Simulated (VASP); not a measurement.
OSZICAR of a VASP run on Tb (hcp):

**OSZICAR**
```
       N       E                     dE             d eps       ncg     rms          rms(c)
DAV:   1     0.428922294074E+02    0.42892E+02   -0.89665E+03  1976   0.124E+03
DAV:   2    -0.714573817686E+01   -0.50038E+02   -0.48998E+02  2091   0.261E+02
DAV:   3    -0.947578781860E+01   -0.23300E+01   -0.21774E+01  2676   0.318E+01
DAV:   4    -0.952559647240E+01   -0.49809E-01   -0.49017E-01  2302   0.474E+00
DAV:   5    -0.952680398399E+01   -0.12075E-02   -0.12063E-02  2789   0.600E-01    0.242E+01
DAV:   6    -0.952143894275E+01    0.53650E-02   -0.23532E-02  2341   0.127E+00    0.144E+01
DAV:   7    -0.952523935850E+01   -0.38004E-02   -0.43153E-02  2256   0.172E+00    0.204E-01
DAV:   8    -0.952481071027E+01    0.42865E-03   -0.22563E-03  2326   0.392E-01    0.687E-02
DAV:   9    -0.952479948572E+01    0.11225E-04   -0.24501E-04  2471   0.125E-01    0.340E-02
DAV:  10    -0.952479595334E+01    0.35324E-05   -0.29914E-05  2336   0.410E-02    0.323E-02
DAV:  11    -0.952479551063E+01    0.44271E-06   -0.36238E-06  2286   0.157E-02    0.134E-03
DAV:  12    -0.952479557262E+01   -0.61995E-07   -0.28602E-07  2486   0.447E-03
   1 F= -.95247956E+01 E0= -.95246936E+01  d E =-.952480E+01
       N       E                     dE             d eps       ncg     rms          rms(c)
DAV:   1    -0.952568394472E+01   -0.88843E-03   -0.31940E-02  2001   0.132E+00    0.113E-01
DAV:   2    -0.952524735748E+01    0.43659E-03   -0.56095E-04  2336   0.202E-01    0.722E-02
DAV:   3    -0.952506554451E+01    0.18181E-03   -0.24488E-04  2439   0.122E-01    0.373E-02
DAV:   4    -0.952506601513E+01   -0.47063E-06   -0.35387E-05  2469   0.449E-02    0.172E-02
DAV:   5    -0.952506590501E+01    0.11012E-06   -0.82836E-07  2573   0.710E-03    0.277E-03
DAV:   6    -0.952506585371E+01    0.51298E-07   -0.80881E-08  1411   0.230E-03
   2 F= -.95250659E+01 E0= -.95248407E+01  d E =-.270281E-03
       N       E                     dE             d eps       ncg     rms          rms(c)
DAV:   1    -0.952555396739E+01   -0.48806E-03   -0.21408E-02  1991   0.108E+00    0.925E-02
DAV:   2    -0.952526045840E+01    0.29351E-03   -0.37680E-04  2296   0.166E-01    0.601E-02
DAV:   3    -0.952513899438E+01    0.12146E-03   -0.16261E-04  2419   0.994E-02    0.320E-02
DAV:   4    -0.952513915956E+01   -0.16518E-06   -0.23628E-05  2454   0.367E-02    0.143E-02
DAV:   5    -0.952513905451E+01    0.10504E-06   -0.56130E-07  2407   0.587E-03    0.209E-03
DAV:   6    -0.952513901748E+01    0.37035E-07   -0.53323E-08  1203   0.191E-03
   3 F= -.95251390E+01 E0= -.95248123E+01  d E =-.343445E-03
```

### Question
Which electronic solver shows in the log?

### Answer
It is blocked Davidson (ALGO = Normal, or the opening steps of other solvers). The INCAR had ALGO = Normal.

### Question
Can the final energy be trusted as converged?

### Answer
The calculation finished and met its thresholds. It stopped with EDIFF = 1E-7, NELM = 100, NSW = 30 and EDIFFG = -0.01 after 3 ionic steps (AM05 GGA, plane waves, VASP's PBE PAW potentials (set 64)). The 4f electrons are frozen in the core of the lanthanide potential, so 4f levels, which can set the real gap, and their magnetism are missing.

The compound is Tb in the hcp structure. This run relaxes it. Symmetry was kept, so distortions that lower it aren't found.
